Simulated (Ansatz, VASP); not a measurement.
# Cross-check of MoS2 between VASP and Ansatz

Wanted: the spread between two codes on one cell, functional and k mesh.

Method: plane waves, with VASP 6.6.1 beside it; band structure at PBE, in Ansatz 0.2.0.

The database entry behind the starting cell differs from later determinations by our own check (about 0.3 % long), so it need not match the best structure at ambient conditions.

**1. The starting structure**

The structure is hexagonal, space group P6_3/mmc (No. 194). The conventional cell has a = 3.169 Å, b = 3.169 Å, c = 12.324 Å, α = 90.00°, β = 90.00°, γ = 120.00°. Mo has 6 S at 2.41 Å nearest. Nearest to S lie 3 Mo at 2.41 Å. Farther neighbours and most contacts between anions are not listed.

**2. Ansatz: band structure, PBE**

Ansatz runs on its default PAW (the set named soft_2) files.

Levels along a path test the potential and the projectors away from the mesh points.

Contents of input.yaml:

```yaml
crystal:
  lattice:
    - [3.169, 0.0, 0.0]
    - [-1.5845, 2.7444345046, 0.0]
    - [0.0, 0.0, 12.324]
  atoms:
    - { symbol: Mo, position: [0.3333333333, 0.6666666667, 0.25] }
    - { symbol: Mo, position: [0.6666666667, 0.3333333333, 0.75] }
    - { symbol: S, position: [0.3333333333, 0.6666666667, 0.623] }
    - { symbol: S, position: [0.6666666667, 0.3333333333, 0.123] }
    - { symbol: S, position: [0.3333333333, 0.6666666667, 0.877] }
    - { symbol: S, position: [0.6666666667, 0.3333333333, 0.377] }
hamiltonian:
  xc: pbe
  pseudopotentials: { kind: paw }
kpoints:
  mp_grid: { grid: [6, 6, 2] }
  band_path:
    path:
      - [0.0, 0.0, 0.0]
      - [0.13636, 0.0, 0.0]
      - [0.31818, 0.0, 0.0]
      - [0.5, 0.0, 0.0]
      - [0.4697, 0.06061, 0.0]
      - [0.40909, 0.18182, 0.0]
      - [0.34848, 0.30303, 0.0]
      - [0.30303, 0.30303, 0.0]
      - [0.18182, 0.18182, 0.0]
      - [0.06061, 0.06061, 0.0]
      - [0.0, 0.0, 0.0]
      - [0.0, 0.0, 0.18182]
      - [0.0, 0.0, 0.36364]
      - [0.0, 0.0, 0.5]
      - [0.13636, 0.0, 0.5]
      - [0.31818, 0.0, 0.5]
      - [0.5, 0.0, 0.5]
      - [0.4697, 0.06061, 0.5]
      - [0.40909, 0.18182, 0.5]
      - [0.34848, 0.30303, 0.5]
      - [0.30303, 0.30303, 0.5]
      - [0.18182, 0.18182, 0.5]
      - [0.06061, 0.06061, 0.5]
      - [0.5, 0.0, 0.5]
      - [0.5, 0.0, 0.31818]
      - [0.5, 0.0, 0.13636]
      - [0.5, 0.0, 0.0]
      - [0.33333, 0.33333, 0.13636]
      - [0.33333, 0.33333, 0.31818]
      - [0.33333, 0.33333, 0.5]
    npoints: 1
scf:
  occupations: { method: gaussian, width: 0.01 }
  n_extra_bands: 9
output:
  forces: true
  stress: true
  eigenvalues: true
  write_density: true
  write_potential: true
  elf: true
  volumetric_format: npy
```

On the command line:

```
ansatz run input.yaml --threads 4 --pin off --max-ram 9216MiB --backend cpu --events-out ev --progress --plain --runs-dir out
```

Numbers of over 12 decimals in the logs are rounded to 6 here.

The program printed:

```text
scf.n_extra_bands = 9 over 26 filled bands (N_el = 52.0): the run solves 35 bands
Engine: ansatz 0.2.0, aarch64-unknown-linux-gnu
Pseudopotentials: kind: paw
Pseudopotential: Mo, paw, valence charge 14, recommended cutoff 420 eV (normal), Mo.paw.azcp
Pseudopotential: S, paw, valence charge 6, recommended cutoff 420 eV (normal), S.paw.azcp
Functional definition: PBE
  parameter kappa = 0.804
  parameter beta = 0.066725
  exchange = pbe_x(kappa = kappa, mu = beta*pi^2/3)
  correlation = pbe_c(beta = beta)
Crystal: 6 atoms, lattice volume = 107.183 Å³
Basis set: ecut = 420 eV, 2081 PW (Γ), exchange–correlation on 48×48×180 points (8 copies of the dense FFT grid, shifted against one another)
Bands: 35, of which v1, the nominal top of the filled ones, is band 26 counted from 1 (25 counted from 0)
Symmetry: 24 space group operations
Space group: P63/mmc (ITA 194), of the structure as read, at distance tolerance 4.8e-5 Å
k-points: 14 of 72
Non-local potential: Mo, projectors of the file, l = 0: 3, l = 1: 2, l = 2: 2, l = 3: 1
Non-local potential: S, projectors of the file, l = 0: 2, l = 1: 2, l = 2: 2
PAW form: soft (Blöchl's): semilocal exchange-correlation on the pseudo side does not see the compensation charge
PAW one-centre angular grid: Mo, 590 points (default); XC on 64 Gauss nodes
PAW one-centre angular grid: S, 110 points (default); XC on 64 Gauss nodes
Initial density: superposition of atomic densities (neutral atoms: chi_scale 0, normalization atom), corrected by the library's trained network
Initial wavefunctions: pseudopotential atomic-orbital guess
Functional: x = pbe(κ = 0.804, μ = 0.219515), c = pbe(β = 0.066725)
SCF iter   1: F=—  HF=-13525.527165 eV  |F-HF|=—  |Δ(HF+E_count)|=         —  Δρ=5.47e-3  dr2=7.55e-3  ethr=1.77e-3  ⟨swp⟩=6.8  Hψ=2167  notcnv=0  defer=1
preconditioner: auto → Resta (q_TF=auto, 2.418 Å⁻¹)  ε∞=7.3  [insulator: Δε(μ)=0.887 eV  Ē_g=8.589 eV  σ=0.010 eV  W_gap=1.00  n_scr=26 (ndim 8)  ℏωp=21.5 eV  f_vac=0.016  D(μ)=0.00/eV (n_scr^D=0)  ε∞_Penn≈7.3]
SCF iter   2: F=—  HF=-13525.535789 eV  |F-HF|=—  |Δ(HF+E_count)|=   8.62e-3  Δρ=3.12e-3  dr2=2.39e-3  ethr=1.45e-5  ⟨swp⟩=2.1  Hψ=960  notcnv=0  defer=14
SCF iter   3: F=—  HF=-13525.540623 eV  |F-HF|=—  |Δ(HF+E_count)|=   4.83e-3  Δρ=7.84e-4  dr2=1.56e-3  ethr=4.59e-6  ⟨swp⟩=2.0  Hψ=804  notcnv=0  defer=14
SCF iter   4: F=—  HF=-13525.540459 eV  |F-HF|=—  |Δ(HF+E_count)|=   1.65e-4  Δρ=1.27e-4  dr2=2.07e-5  ethr=3.00e-6  ⟨swp⟩=2.0  Hψ=550  notcnv=0  defer=14
SCF iter   5: F=—  HF=-13525.540599 eV  |F-HF|=—  |Δ(HF+E_count)|=   1.40e-4  Δρ=5.61e-5  dr2=2.73e-6  ethr=3.97e-8  ⟨swp⟩=2.1  Hψ=638  notcnv=0  defer=14
SCF iter   6: F=—  HF=-13525.540602 eV  |F-HF|=—  |Δ(HF+E_count)|=   2.79e-6  Δρ=9.71e-6  dr2=1.72e-7  ethr=5.26e-9  ⟨swp⟩=2.0  Hψ=678  notcnv=0  defer=14
SCF iter   7: F=-13525.540602 eV  HF=-13525.540602 eV  |F-HF|=8.48e-10  |Δ(HF+E_count)|=   5.30e-8  Δρ=2.43e-6  dr2=1.01e-8  ethr=1.92e-10  ⟨swp⟩=13.1  Hψ=3053  notcnv=0
SCF 1 converged in 7 iterations: F = -13525.540602 eV  dr2 = 1.01e-8
  greatest PAW one-centre occupation: 0.998 electrons in one spin orbital (limit 2), on the Mo atom at site 1 (counted from 0), in its partial waves of l = 0
NSCF: frozen V_eff on 30 k-points
SCF converged after 7 iterations
Free energy (F): -13525.540602 eV
Harris-Foulkes:  -13525.540602 eV  (|F-HF|=8.48e-10)
Internal energy: -13525.540602 eV  (E = F + TS)
E sigma→0 (E₀):  -13525.540602 eV
Fermi energy:    11.339507 eV
--- Per-component energies (eV) ---
  E_band       = -312.442220
  E_kinetic    = 1312.080713
  E_local      = -3923.172540  (includes V_loc(G=0)·N_el)
  E_nonlocal   = 398.377471
  E_hartree    = 1508.578039
  E_xc         = -757.133573
  E_vxc        = -810.200152  (∫ρ·V_xc dr)
  E_paw        = -8803.054348  (= ΣΔE_a)
  E_vpaw       = -306.678792  (= ΣTr[D̂ρ^β])
  E_aug_tail   = 0.000083  (compensation charges beyond the density's cutoff)
  E_ewald      = -3261.216446
  E_smearing   = -0.000000  (= −TS)
  E_closure    = 0.000000  (closes the sum)
  Σ components = -13525.540602   (vs F -13525.540602, Δ=0.00e0)
--- Forces (eV/Å), atoms counted from 1 ---
  atom   1  Mo    -0.00000000    -0.00000000     0.00000000
  atom   2  Mo     0.00000000     0.00000000     0.00000000
  atom   3  S     -0.00000000     0.00000000     0.06132382
  atom   4  S     -0.00000000    -0.00000000     0.06132382
  atom   5  S      0.00000000     0.00000000    -0.06132382
  atom   6  S     -0.00000000    -0.00000000    -0.06132382
  max |Σ_I F_I| component: 3.24e-17 eV/Å
--- Stress (GPa, compression-positive) ---
        1.841155       0.000000       0.000000
        0.000000       1.841155      -0.000000
        0.000000      -0.000000       2.276114
  P = ⅓ Tr σ = 1.9861 GPa (19.861 kbar)
--- Band table (eV; the first three rows and the last of 14) ---
  k-point 0: bands = [... 22 lower, 8.7669, 9.7117, 9.7496, 10.8968, 12.9944, 12.9944, 13.0224, 13.0224, ... 5 higher]
  k-point 1: bands = [... 22 lower, 8.7436, 8.7436, 10.6302, 10.6302, 12.9998, 12.9998, 12.9998, 12.9998, ... 5 higher]
  k-point 2: bands = [... 22 lower, 8.8399, 9.7099, 9.7325, 10.1259, 12.3854, 12.7493, 12.7590, 12.9531, ... 5 higher]
  k-point 13: bands = [... 22 lower, 8.0256, 8.0256, 10.2018, 10.2018, 11.9456, 11.9456, 13.1987, 13.1987, ... 5 higher]
```

Elapsed: 1.8 s, on 4 threads of Arm Neoverse V1, shared host; peak memory 0.43 GiB.

In the SCF lines HF is the Harris–Foulkes energy and dr2 the Hartree energy of the density residual, in eV; the loop may stop once dr2 is under the threshold and the program's other checks hold. Hψ counts applications of the Hamiltonian.

**3. VASP: band structure, PBE**

The same cell, functional, mesh and smearing now go to VASP, with its own data sets and cutoff.

Lines of VASP's logs that name or quote its potential files are left out, and so is its time.

Contents of INCAR:

```
SYSTEM = MoS2
PREC = Accurate
ENCUT = 370
EDIFF = 1E-08
NELM = 100
ISMEAR = 0
SIGMA = 0.01
LREAL = .FALSE.
ALGO = Normal
GGA = PE
NBANDS = 32
LORBIT = 11
LWAVE = .TRUE.
LCHARG = .FALSE.
KPAR = 8
```

Contents of POSCAR:

```
MoS2
1.0
    3.1690000000      0.0000000000      0.0000000000
   -1.5845000000      2.7444345046      0.0000000000
    0.0000000000      0.0000000000     12.3240000000
Mo S
2 4
Direct
    0.3333333333      0.6666666667      0.2500000000
    0.6666666667      0.3333333333      0.7500000000
    0.3333333333      0.6666666667      0.6230000000
    0.6666666667      0.3333333333      0.1230000000
    0.3333333333      0.6666666667      0.8770000000
    0.6666666667      0.3333333333      0.3770000000
```

Contents of KPOINTS:

```
Automatic mesh
0
Gamma
6 6 2
0 0 0
```

Contents of KPOINTS_OPT:

```
Line mode
12
Line-mode
Reciprocal
  0.00000000   0.00000000   0.00000000 GAMMA
  0.50000000   0.00000000   0.00000000 M

  0.50000000   0.00000000   0.00000000 M
  0.33333333   0.33333333   0.00000000 K

  0.33333333   0.33333333   0.00000000 K
  0.00000000   0.00000000   0.00000000 GAMMA

  0.00000000   0.00000000   0.00000000 GAMMA
  0.00000000   0.00000000   0.50000000 A

  0.00000000   0.00000000   0.50000000 A
  0.50000000   0.00000000   0.50000000 L

  0.50000000   0.00000000   0.50000000 L
  0.33333333   0.33333333   0.50000000 H

  0.33333333   0.33333333   0.50000000 H
  0.00000000   0.00000000   0.50000000 A

  0.50000000   0.00000000   0.50000000 L
  0.50000000   0.00000000   0.00000000 M

  0.33333333   0.33333333   0.00000000 K
  0.33333333   0.33333333   0.50000000 H
```

PAW data sets: Mo_sv_GW and S_GW (PBE family, release 64).

On the command line:

```
mpirun -np 8 vasp_std
```

The program printed:

```text
[banner, memory and clock lines left out]
running    8 mpi-ranks, on    1 nodes
 distrk:  each k-point on    1 cores,    8 groups
 distr:  one band on    1 cores,    1 groups

 POSCAR found type information on POSCAR MoS
 POSCAR found :  2 types and       6 ions
|                                                                             |
|           W    W    AA    RRRRR   N    N  II  N    N   GGGG   !!!           |
|           W    W   A  A   R    R  NN   N  II  NN   N  G    G  !!!           |
|           W    W  A    A  R    R  N N  N  II  N N  N  G       !!!           |
|           W WW W  AAAAAA  RRRRR   N  N N  II  N  N N  G  GGG   !            |
|           WW  WW  A    A  R   R   N   NN  II  N   NN  G    G                |
|           W    W  A    A  R    R  N    N  II  N    N   GGGG   !!!           |
|                                                                             |
|     For optimal performance we recommend to set                             |
|       NCORE = 2 up to number-of-cores-per-socket                            |
|     NCORE specifies how many cores store one orbital (NPAR=cpu/NCORE).      |
|     This setting can greatly improve the performance of VASP for DFT.       |
|     The default, NCORE=1 might be grossly inefficient on modern             |
|     multi-core architectures or massively parallel machines. Do your        |
|     Unfortunately you need to use the default for GW and RPA                |
|     calculations (for HF NCORE is supported but not extensively tested      |
|     yet).                                                                   |
|                                                                             |

 LDA part: xc-table for (Slater+PW92), standard interpolation
 POSCAR, INCAR and KPOINTS ok, starting setup
 FFT: planning ... GRIDC
 FFT: planning ... GRID_SOFT
 FFT: planning ... GRID
 WAVECAR not read
 entering main loop
       N       E                     dE             d eps       ncg     rms          rms(c)
DAV:   1     0.364523986195E+03    0.36452E+03   -0.24615E+04  1040   0.122E+03
DAV:   2    -0.210596738546E+02   -0.38558E+03   -0.37773E+03  1352   0.507E+02
DAV:   3    -0.507458556831E+02   -0.29686E+02   -0.29492E+02  1304   0.124E+02
DAV:   4    -0.521247699948E+02   -0.13789E+01   -0.13744E+01  1448   0.301E+01
DAV:   5    -0.521948213374E+02   -0.70051E-01   -0.69963E-01  1520   0.595E+00    0.147E+01
DAV:   6    -0.466273783252E+02    0.55674E+01   -0.51265E+01  1560   0.477E+01    0.728E+00
DAV:   7    -0.451562434575E+02    0.14711E+01   -0.10949E+01  1616   0.232E+01    0.385E+00
DAV:   8    -0.450969068564E+02    0.59337E-01   -0.67564E-01  1368   0.543E+00    0.987E-01
DAV:   9    -0.451029266592E+02   -0.60198E-02   -0.70885E-02  1528   0.160E+00    0.441E-01
DAV:  10    -0.451012810503E+02    0.16456E-02   -0.16603E-02  1560   0.108E+00    0.162E-01
DAV:  11    -0.451011503760E+02    0.13067E-03   -0.33027E-03  1488   0.480E-01    0.712E-02
DAV:  12    -0.451010384384E+02    0.11194E-03   -0.63335E-04  1512   0.185E-01    0.117E-02
DAV:  13    -0.451010471598E+02   -0.87214E-05   -0.53754E-05  1272   0.382E-02    0.903E-03
DAV:  14    -0.451010469232E+02    0.23659E-06   -0.49320E-06  1400   0.176E-02    0.229E-03
DAV:  15    -0.451010471852E+02   -0.26199E-06   -0.77850E-07  1248   0.453E-03    0.705E-04
DAV:  16    -0.451010473035E+02   -0.11833E-06   -0.71522E-08  1096   0.157E-03    0.321E-04
DAV:  17    -0.451010473273E+02   -0.23852E-07   -0.51934E-09   784   0.632E-04    0.893E-05
DAV:  18    -0.451010473632E+02   -0.35885E-07   -0.29272E-09   784   0.491E-04    0.393E-05
DAV:  19    -0.451010473575E+02    0.57516E-08   -0.99858E-10   776   0.343E-04
   1 F= -.45101047E+02 E0= -.45101047E+02  d E =-.948862E-22
 Start KPOINTS_OPT (optional k-point list driver)
k-point batch [1-14\108]
       N       E                     dE             ncg
DAV:   1    -0.639746567237E+03   -0.13013E+05     1024
DAV:   2    -0.631822954222E+04   -0.56785E+04     1288
DAV:   3    -0.680017166047E+04   -0.48194E+03     1328
DAV:   4    -0.682475968171E+04   -0.24588E+02     1512
DAV:   5    -0.682600137071E+04   -0.12417E+01     1496
DAV:   6    -0.682609110555E+04   -0.89735E-01     1552
DAV:   7    -0.682609915448E+04   -0.80489E-02     1464
DAV:   8    -0.682610014250E+04   -0.98802E-03     1528
DAV:   9    -0.682610031447E+04   -0.17197E-03     1496
DAV:  10    -0.682610034348E+04   -0.29012E-04     1440
DAV:  11    -0.682610034730E+04   -0.38191E-05     1040
DAV:  12    -0.682610034785E+04   -0.54946E-06      824
DAV:  13    -0.682610034794E+04   -0.94312E-07      784
DAV:  14    -0.682610034796E+04   -0.17038E-07      784
DAV:  15    -0.682610034796E+04   -0.44547E-08      784
[...]
k-point batch [99-108\108]
       N       E                     dE             ncg
DAV:   1     0.590627573996E+04   -0.19651E+05      728
DAV:   2     0.226196509571E+04   -0.36443E+04      952
DAV:   3     0.198229144401E+04   -0.27967E+03      888
DAV:   4     0.196529012118E+04   -0.17001E+02     1064
DAV:   5     0.196459454557E+04   -0.69558E+00     1064
DAV:   6     0.196455606497E+04   -0.38481E-01     1080
DAV:   7     0.196455268591E+04   -0.33791E-02     1000
DAV:   8     0.196455233661E+04   -0.34930E-03     1080
DAV:   9     0.196455230235E+04   -0.34266E-04     1008
DAV:  10     0.196455229836E+04   -0.39831E-05      888
DAV:  11     0.196455229785E+04   -0.51165E-06      688
DAV:  12     0.196455229781E+04   -0.36596E-07      632
DAV:  13     0.196455229781E+04   -0.31887E-08      568
 writing wavefunctions
```

(Part 1 of 2 ends here.)

[Lines on the potential files, build, host, timing and source positions are cut from VASP's logs without a mark.]

[Logs are printed without paths, hosts, clocks, repeated set-up lines and the standing remarks that a program may print on its own settings, such as how far it seeks lower states.]

[Hosts, paths, dates, database ids (printed as entryN), source tags and the programs' standing remarks are cut or masked in the printed files.]
